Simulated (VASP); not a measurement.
Consider the following.

```
AlRu
1.0
    2.98199     0.00000     0.00000
    0.00000     2.98199     0.00000
    0.00000     0.00000     2.98199
Al Ru
1 1
Direct
  0.50000   0.50000   0.50000
  0.00000   0.00000   0.00000
```

Method: revTPSS meta-GGA, VASP's PBE PAW potentials (set 64) (plane waves; VASP). Settings: 520 eV cut-off, 14×14×14 Γ-centred mesh, tetrahedra with Blöchl corrections, potentials Al Ru_pv.

### Question
What does the run give for the energy per atom (σ→0), band gap (over mesh and band path) with the smallest direct gap where there is one?

### Answer

```
Item                                                                  Result
----------------------------------  ----------------------------------------
band gap (over mesh and band path)  none (metal, semimetal or under 0.01 eV)
energy per atom (σ→0)                                         -1.249 eV/atom
```

The absolute energy has meaning only against runs of the same code, potentials and settings.

The compound is RuAl in the CsCl type structure. It was relaxed first. The electron count is odd and the run is not spin-polarised, which forces a metal.
